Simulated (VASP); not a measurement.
**NbC (relaxed from the zinc blende structure, space group F-43m): computed properties**

All values below come from PBEsol GGA, VASP's PBE PAW potentials (set 64) (plane waves; VASP).

| Quantity | Value |
|---|---|
| space group | F-43m (216) |
| cell | a = 4.7986 Å, b = 4.7986 Å, c = 4.7986 Å, α = 90.00°, β = 90.00°, γ = 90.00° |
| volume per atom | 13.81 Å³/atom |
| band gap (over mesh and band path) | none (metal, semimetal or under 0.01 eV) |
| density | 6.31 g/cm³ |

```cif
data_CNb
_chemical_formula_sum 'Nb1 C1'
_space_group_name_H-M_alt 'P 1'
_space_group_IT_number 1
_cell_length_a 3.39313
_cell_length_b 3.39313
_cell_length_c 3.39313
_cell_angle_alpha 60.000
_cell_angle_beta 60.000
_cell_angle_gamma 60.000
loop_
_space_group_symop_operation_xyz
  'x, y, z'
loop_
_atom_site_label
_atom_site_type_symbol
_atom_site_fract_x
_atom_site_fract_y
_atom_site_fract_z
_atom_site_occupancy
Nb1 Nb 0.00000 0.00000 0.00000 1
C1 C 0.25000 0.25000 0.25000 1
```

The structure was generated: NbC was put into the zinc blende type (F-43m), which need not be its known phase. It was relaxed first, which changed the volume by -35 %. Symmetry was kept, so distortions that lower it aren't found. The electron count is odd and the run is not spin-polarised, which forces a metal.
